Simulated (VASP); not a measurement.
# SiC (Moissanite): what each functional gives for the gap, part 2 of 2

Aim: the gap of SiC (Moissanite) on one structure at many levels of theory. The starting structure is a measured crystal structure from the Crystallography Open Database. The atoms were first relaxed with LDA in that cell, in a run that isn't shown, and the relaxed structure is the one below. Meshes and data sets differ where the inputs say so.

VASP 6.6.1.

Results so far: LDA 1.962 eV; PBE 2.018 eV.

### 4. Bands with r2SCAN

Level of this step: r2SCAN; plane waves and PAW (Si, C) (VASP).

r2SCAN adds the kinetic-energy density, costs more than a GGA and is run with LASPH.

Input file INCAR:

```
SYSTEM = SiC
PREC = Accurate
ENCUT = 460
EDIFF = 1E-06
NELM = 100
ISMEAR = 0
SIGMA = 0.03
LREAL = .FALSE.
ALGO = Normal
METAGGA = R2SCAN
LASPH = .TRUE.
NBANDS = 52
LORBIT = 11
LWAVE = .FALSE.
LCHARG = .FALSE.
KPAR = 16
```

Input file POSCAR:

```
SiC
1.0
    3.0810000000      0.0000000000      0.0000000000
   -1.5405000000      2.6682242691      0.0000000000
    0.0000000000      0.0000000000     15.1248000000
Si C
6 6
Direct
    0.3333333333      0.6666666667      0.8329767768
    0.6666666667      0.3333333333      0.3329767768
    0.6666666667      0.3333333333      0.6664786226
    0.3333333333      0.6666666667      0.1664786226
    0.0000000000      0.0000000000      0.4997322438
    0.0000000000      0.0000000000      0.9997322438
    0.0000000000      0.0000000000      0.8743897379
    0.0000000000      0.0000000000      0.3743897379
    0.3333333333      0.6666666667      0.7079995827
    0.6666666667      0.3333333333      0.2079995827
    0.6666666667      0.3333333333      0.5415230361
    0.3333333333      0.6666666667      0.0415230361
```

Input file KPOINTS:

```
Automatic mesh
0
Gamma
9 9 2
0 0 0
```

Input file KPOINTS_OPT:

```
Line mode
8
Line-mode
Reciprocal
  0.00000000   0.00000000   0.00000000 GAMMA
  0.50000000   0.00000000   0.00000000 M

  0.50000000   0.00000000   0.00000000 M
  0.33333333   0.33333333   0.00000000 K

  0.33333333   0.33333333   0.00000000 K
  0.00000000   0.00000000   0.00000000 GAMMA

  0.00000000   0.00000000   0.00000000 GAMMA
  0.00000000   0.00000000   0.50000000 A

  0.00000000   0.00000000   0.50000000 A
  0.50000000   0.00000000   0.50000000 L

  0.50000000   0.00000000   0.50000000 L
  0.33333333   0.33333333   0.50000000 H

  0.33333333   0.33333333   0.50000000 H
  0.00000000   0.00000000   0.50000000 A

  0.50000000   0.00000000   0.50000000 L
  0.50000000   0.00000000   0.00000000 M

  0.33333333   0.33333333   0.00000000 K
  0.33333333   0.33333333   0.50000000 H
```

Potentials, in the order of the species: Si and C (PBE family, release 64).

Launch:

```bash
> mpirun -np 16 vasp_std
```

Log:

```text
[banner, memory and clock lines left out]
running   16 mpi-ranks, on    1 nodes
[...]
[... a notice as in an earlier step ...]

|                                                                             |
|               ----> ADVICE to this user running VASP <----                  |
|                                                                             |
|     You enforced a specific xc type in the INCAR file but a different       |
|     [... a line on the potential file left out ...]
|     I HOPE YOU KNOW WHAT YOU ARE DOING!                                     |
|                                                                             |

 LDA part: xc-table for (None), standard interpolation
 POSCAR, INCAR and KPOINTS ok, starting setup
[...]
entering main loop
       N       E                     dE             d eps       ncg     rms          rms(c)
DAV:   1     0.551352070700E+02    0.55135E+02   -0.19408E+04  2496   0.766E+02
DAV:   2    -0.124814557262E+03   -0.17995E+03   -0.16834E+03  3112   0.167E+02
[...]
DAV:  12    -0.115976852876E+03    0.55964E-05   -0.17414E-05  3044   0.147E-02    0.101E-02
DAV:  13    -0.115976852463E+03    0.41300E-06   -0.69316E-07  1964   0.325E-03
   1 F= -.11597685E+03 E0= -.11597685E+03  d E =-.682388E-17
 Start KPOINTS_OPT (optional k-point list driver)
k-point batch [1-24\72]
       N       E                     dE             ncg
DAV:   1     0.645345614736E+04   -0.22373E+05     2496
DAV:   2     0.233866943045E+04   -0.41148E+04     3084
DAV:   3     0.214044303366E+04   -0.19823E+03     3144
DAV:   4     0.213882986202E+04   -0.16132E+01     3080
DAV:   5     0.213881573147E+04   -0.14131E-01     3080
DAV:   6     0.213881555953E+04   -0.17194E-03     3144
DAV:   7     0.213881555727E+04   -0.22591E-05     2620
DAV:   8     0.213881555712E+04   -0.15210E-06     2344
[...]
k-point batch [49-72\72]
       N       E                     dE             ncg
DAV:   1     0.593955265479E+04   -0.30835E+05     2496
DAV:   2     0.202909043830E+04   -0.39105E+04     3040
DAV:   3     0.185127000555E+04   -0.17782E+03     3232
DAV:   4     0.184987234987E+04   -0.13977E+01     3160
DAV:   5     0.184986056807E+04   -0.11782E-01     3156
DAV:   6     0.184986043390E+04   -0.13417E-03     3188
DAV:   7     0.184986043232E+04   -0.15785E-05     2588
DAV:   8     0.184986043219E+04   -0.13109E-06     2296
```

Elapsed: 67 s, on 16 MPI ranks of Intel Xeon 6975P-C (Granite Rapids), shared host; peak memory 6 GiB; 15 min of CPU time.

From OUTCAR (step 4):

```text
  Total       -0.6238921     -0.6238921     -0.7648180      0.0000000      0.0000000      0.0000000
  in kB       -8.0392665     -8.0392665     -9.8551897      0.0000000      0.0000000      0.0000000
  external PRESSURE =      -8.6445742 kB  Pullay stress =       0.0000000 kB

 POSITION                                       TOTAL-FORCE (eV/Angst)
 -----------------------------------------------------------------------------------
     -0.00000      1.77882     12.59861         0.000000      0.000000      0.002838
      1.54050      0.88941      5.03621        -0.000000      0.000000      0.002838
      1.54050      0.88941     10.08036         0.000000      0.000000      0.005891
     -0.00000      1.77882      2.51796        -0.000000      0.000000      0.005891
      0.00000      0.00000      7.55835        -0.000000      0.000000     -0.006353
      0.00000      0.00000     15.12075         0.000000     -0.000000     -0.006353
      0.00000      0.00000     13.22497        -0.000000      0.000000     -0.005767
      0.00000      0.00000      5.66257        -0.000000     -0.000000     -0.005767
     -0.00000      1.77882     10.70835        -0.000000     -0.000000     -0.002825
      1.54050      0.88941      3.14595        -0.000000      0.000000     -0.002825
      1.54050      0.88941      8.19043         0.000000     -0.000000      0.006216
     -0.00000      1.77882      0.62803        -0.000000      0.000000      0.006216
 -----------------------------------------------------------------------------------
    total drift:                                0.000000      0.000000     -0.004205

  FREE ENERGIE OF THE ION-ELECTRON SYSTEM (eV)
  ---------------------------------------------------
  free  energy   TOTEN  =      -115.9768524627 eV

  energy  without entropy=     -115.9768524627  energy(sigma->0) =     -115.97685246

[... 2 parts as in an earlier step ...]

[... 1 further part left out ...]
[key lines of the parts left out:]
E-fermi :   8.1828
```

r2SCAN gives a least gap of 2.394 eV, and a least direct gap of 3.554 eV. The least gap is +0.432 eV from that of LDA.

### 5. Bands with TB-mBJ

TB-mBJ is a local potential fitted to gaps: it costs far less than a hybrid but gives no energy. Its energies, forces and stress mean nothing.

INCAR: that of step 4 with these lines changed.

```diff
@@ -4,3 +4,3 @@
 EDIFF = 1E-06
-NELM = 100
+NELM = 150
 ISMEAR = 0
@@ -9,3 +9,3 @@
 ALGO = Normal
-METAGGA = R2SCAN
+METAGGA = MBJ
 LASPH = .TRUE.
```

POSCAR is that of step 4.

KPOINTS is that of step 4.

KPOINTS_OPT is that of step 4.

Launch:

```bash
> mpirun -np 16 vasp_std
```

Log:

```text
[banner, memory and clock lines left out]
running   16 mpi-ranks, on    1 nodes
[...]
[... a notice as in an earlier step ...]

 [... a notice as in an earlier step ...]

 LDA part: xc-table for (None), standard interpolation
 POSCAR, INCAR and KPOINTS ok, starting setup
[...]
entering main loop
       N       E                     dE             d eps       ncg     rms          rms(c)
DAV:   1     0.296901534145E+03    0.29690E+03   -0.18833E+04  2496   0.745E+02
DAV:   2     0.121527017543E+03   -0.17537E+03   -0.16419E+03  3108   0.162E+02
DAV:   3     0.112589183299E+03   -0.89378E+01   -0.88389E+01  3076   0.309E+01
DAV:   4     0.112518409707E+03   -0.70774E-01   -0.70710E-01  3016   0.317E+00
[...]
DAV:  36     0.138287497390E+03   -0.28904E-05   -0.58969E-12  1332   0.586E-06    0.887E-07
DAV:  37     0.138287495436E+03   -0.19537E-05    0.99875E-13  1332   0.407E-06    0.209E-06
DAV:  38     0.138287495907E+03    0.47098E-06   -0.35174E-12  1328   0.223E-06
   1 F= 0.13828750E+03 E0= 0.13828750E+03  d E =-.776270E-11
 Start KPOINTS_OPT (optional k-point list driver)
k-point batch [1-24\72]
       N       E                     dE             ncg
DAV:   1     0.655519749611E+04   -0.22271E+05     2496
DAV:   2     0.249996289798E+04   -0.40552E+04     3048
DAV:   3     0.231205661922E+04   -0.18791E+03     3120
DAV:   4     0.231070207534E+04   -0.13545E+01     3032
DAV:   5     0.231069360102E+04   -0.84743E-02     3056
DAV:   6     0.231069352834E+04   -0.72688E-04     3108
DAV:   7     0.231069352765E+04   -0.68256E-06     2492
[...]
k-point batch [49-72\72]
       N       E                     dE             ncg
DAV:   1     0.606133948586E+04   -0.30713E+05     2496
DAV:   2     0.220358807692E+04   -0.38578E+04     3036
DAV:   3     0.203680332552E+04   -0.16678E+03     3192
DAV:   4     0.203566536006E+04   -0.11380E+01     3084
DAV:   5     0.203565853651E+04   -0.68235E-02     3140
DAV:   6     0.203565848272E+04   -0.53796E-04     3104
DAV:   7     0.203565848227E+04   -0.44915E-06     2564
```

The job ended after 64 s (16 MPI ranks; peak memory 6.3 GiB).

Parts of OUTCAR (step 5):

```text
  Total       64.6428186     64.6428186     64.7540192      0.0000000      0.0000000      0.0000000
  in kB      832.9658527    832.9658527    834.3987474      0.0000000      0.0000000      0.0000000
  external PRESSURE =     833.4434843 kB  Pullay stress =       0.0000000 kB

 POSITION                                       TOTAL-FORCE (eV/Angst)
 -----------------------------------------------------------------------------------
     -0.00000      1.77882     12.59861        -0.000000      0.000000     -0.090252
      1.54050      0.88941      5.03621         0.000000      0.000000     -0.090252
      1.54050      0.88941     10.08036         0.000000     -0.000000      0.081999
     -0.00000      1.77882      2.51796         0.000000      0.000000      0.081999
      0.00000      0.00000      7.55835         0.000000      0.000000      0.072934
      0.00000      0.00000     15.12075        -0.000000      0.000000      0.072934
      0.00000      0.00000     13.22497        -0.000000      0.000000     -0.065656
      0.00000      0.00000      5.66257         0.000000     -0.000000     -0.065656
     -0.00000      1.77882     10.70835        -0.000000      0.000000     -0.014752
      1.54050      0.88941      3.14595         0.000000      0.000000     -0.014752
      1.54050      0.88941      8.19043         0.000000     -0.000000      0.015728
     -0.00000      1.77882      0.62803        -0.000000      0.000000      0.015728
 -----------------------------------------------------------------------------------
    total drift:                               -0.000001     -0.000001      0.110234

  FREE ENERGIE OF THE ION-ELECTRON SYSTEM (eV)
  ---------------------------------------------------
  free  energy   TOTEN  =       138.2874959068 eV

  energy  without entropy=      138.2874959068  energy(sigma->0) =      138.28749591

[... 2 parts as in an earlier step ...]

[... 1 further part left out ...]
[key lines of the parts left out:]
E-fermi :   8.0368
```

TB-mBJ gives a least gap of 2.961 eV, and a least direct gap of 4.108 eV. The least gap is +0.999 eV from that of LDA.

### 6. Comparison

```csv
level,gap (eV),least direct gap (eV),mesh,core minutes
LDA,1.962,3.07,9×9×2,8.8
PBE,2.018,3.124,9×9×2,8.53
r2SCAN,2.394,3.554,9×9×2,17.9
TB-mBJ,2.961,4.108,9×9×2,17.1
```

Core minutes are wall time times ranks of the run shown, on a shared host.

### 7. Outcome

| Item | Value |
| --- | --- |
| gap, LDA | 1.962 eV |
| gap, PBE | 2.018 eV |
| gap, r2SCAN | 2.394 eV |
| gap, TB-mBJ | 2.961 eV |

**Reading.** Without spin-orbit coupling the gap of SiC (Moissanite) runs from 1.962 eV (LDA) to 2.961 eV (TB-mBJ). These are gaps between Kohn-Sham or generalised Kohn-Sham levels of a static lattice, without excitons or temperature. Further runs on this material are not shown.

[Lines on the potential files, build, host, timing and source positions are cut from VASP's logs without a mark.]

[Logs are printed without paths, hosts, clocks, repeated set-up lines and the standing remarks that a program may print on its own settings, such as how far it seeks lower states.]

[Hosts, paths, dates, database ids (printed as entryN), source tags and the programs' standing remarks are cut or masked in the printed files.]
